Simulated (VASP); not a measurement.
These are PBE GGA, VASP's PBE PAW potentials (set 64) (plane waves; VASP) values and carry that method's errors.

A VASP calculation is set up with these files.

INCAR:
```
SYSTEM = La
PREC = Accurate
ENCUT = 400
EDIFF = 1E-6
NELM = 100
ALGO = Normal
LREAL = .FALSE.
LASPH = .TRUE.
ISMEAR = 0
SIGMA = 0.05
GGA = PE
LMAXMIX = 6
LWAVE = .FALSE.
LCHARG = .FALSE.
ISIF = 2
NELECT = 43.98
```

**KPOINTS**
```
Automatic mesh
0
Gamma
9 9 3
0 0 0
```

### POSCAR
```
La
1
    1.8850000000    -3.2649160000     0.0000000000
    1.8850000000     3.2649160000     0.0000000000
    0.0000000000     0.0000000000    12.1600000000
La
4
Direct
  0.0000000000   0.0000000000   0.5000000000
  0.0000000000   0.0000000000   0.0000000000
  0.3333330000   0.6666670000   0.2500000000
  0.6666670000   0.3333330000   0.7500000000
```

POTCAR, in this order: La (PBE.64 set). Program: vasp_std.

Output

OUTCAR:
```
 ion  position               nearest neighbor table
   1  0.000  0.000  0.500-
   2  0.000  0.000  0.000-
   3  0.333  0.667  0.250-
   4  0.667  0.333  0.750-
  LATTYP: Found a hexagonal cell.
 ALAT       =     3.7700001972
 C/A-ratio  =     3.2254640222
 Subroutine PRICEL returns:
 Original cell was already a primitive cell.
 Subroutine GETGRP returns: Found 24 space group operations
The static configuration has the point symmetry D_3d.
 The point group associated with its full space group is D_6h.
The dynamic configuration has the point symmetry D_3d.
 Subroutine INISYM returns: Found 24 space group operations
 Subroutine IBZKPT returns following result:
 Found     24 irreducible k-points:

 Following reciprocal coordinates:
            Coordinates               Weight
  0.000000  0.000000  0.000000      1.000000
  0.111111 -0.000000  0.000000      6.000000
  0.222222  0.000000  0.000000      6.000000
  0.333333  0.000000  0.000000      6.000000
  0.444444  0.000000  0.000000      6.000000
  0.111111  0.111111  0.000000      6.000000
  0.222222  0.111111  0.000000     12.000000
  0.333333  0.111111  0.000000     12.000000
  0.444444  0.111111  0.000000      6.000000
  0.222222  0.222222  0.000000      6.000000
  0.333333  0.222222  0.000000     12.000000
  0.333333  0.333333  0.000000      2.000000
  0.000000  0.000000  0.333333      2.000000
  0.111111 -0.000000  0.333333     12.000000
  0.222222  0.000000  0.333333     12.000000
  0.333333  0.000000  0.333333     12.000000
  0.444444  0.000000  0.333333     12.000000
  0.111111  0.111111  0.333333     12.000000
  0.222222  0.111111  0.333333     24.000000
  0.333333  0.111111  0.333333     24.000000
...
```

OSZICAR:
```
       N       E                     dE             d eps       ncg     rms          rms(c)
DAV:   1     0.536301972402E+03    0.53630E+03   -0.12509E+04  1256   0.179E+03
DAV:   2     0.964115027869E+02   -0.43989E+03   -0.43534E+03  1912   0.435E+02
DAV:   3    -0.546699918201E+01   -0.10188E+03   -0.10108E+03  2232   0.258E+02
DAV:   4    -0.177136665811E+02   -0.12247E+02   -0.12018E+02  2312   0.873E+01
DAV:   5    -0.194629651126E+02   -0.17493E+01   -0.17111E+01  2464   0.308E+01    0.480E+00
DAV:   6    -0.196563196968E+02   -0.19335E+00   -0.22026E+00  2432   0.108E+01    0.245E+00
DAV:   7    -0.196809863616E+02   -0.24667E-01   -0.32088E-01  2416   0.392E+00    0.603E-01
DAV:   8    -0.196896057954E+02   -0.86194E-02   -0.48579E-02  2456   0.140E+00    0.216E-01
DAV:   9    -0.196916009893E+02   -0.19952E-02   -0.81970E-03  2408   0.479E-01    0.169E-01
DAV:  10    -0.196931313944E+02   -0.15304E-02   -0.68204E-03  2088   0.509E-01    0.389E-02
DAV:  11    -0.196931366347E+02   -0.52402E-05   -0.58549E-04  2392   0.202E-01    0.338E-02
DAV:  12    -0.196931470495E+02   -0.10415E-04   -0.10380E-04  2040   0.511E-02    0.221E-02
DAV:  13    -0.196931488079E+02   -0.17584E-05   -0.55870E-05  2160   0.534E-02    0.521E-03
DAV:  14    -0.196931481333E+02    0.67461E-06   -0.68096E-06  1440   0.187E-02
   1 F= -.19693148E+02 E0= -.19688651E+02  d E =-.899471E-02
```

File OUTCAR:
```
------------------------ aborting loop because EDIFF is reached ----------------------------------------
  FORCE on cell =-STRESS in cart. coord.  units (eV):
  Direction    XX          YY          ZZ          XY          YZ          ZX
  --------------------------------------------------------------------------------------
  Total       -0.2205083     -0.2205084     -0.5300544      0.0000000      0.0000000      0.0000000
  in kB       -2.3604164     -2.3604168     -5.6739316      0.0000000      0.0000000      0.0000000
  external PRESSURE =      -3.4649216 kB  Pullay stress =       0.0000000 kB
  volume of cell :      149.67
      direct lattice vectors                 reciprocal lattice vectors
     1.885000000 -3.264916000  0.000000000     0.265251989 -0.153143297  0.000000000
     1.885000000  3.264916000  0.000000000     0.265251989  0.153143297  0.000000000
     0.000000000  0.000000000 12.160000000     0.000000000  0.000000000  0.082236842
 POSITION                                       TOTAL-FORCE (eV/Angst)
 -----------------------------------------------------------------------------------
      0.00000      0.00000      6.08000        -0.000000      0.000000     -0.000000
      0.00000      0.00000      0.00000        -0.000000      0.000000     -0.000000
      1.88500      1.08831      3.04000         0.000000     -0.000000      0.000000
      1.88500     -1.08831      9.12000         0.000000      0.000000     -0.000000
 -----------------------------------------------------------------------------------
    total drift:                                0.000000      0.000000      0.000000
  FREE ENERGIE OF THE ION-ELECTRON SYSTEM (eV)
  ---------------------------------------------------
  free  energy   TOTEN  =       -19.6931481333 eV

  energy  without entropy=      -19.6841534243  energy(sigma->0) =      -19.68865078
```
(Selected blocks of OUTCAR.)

The cell is charged, with a uniform compensating background.

The compound is La in the dhcp structure. The cell was not relaxed at this level. The run is one of a series of settings (ISMEAR = 0, NELECT = 43.98, SIGMA = 0.05 against the base run), some of them coarse on purpose.
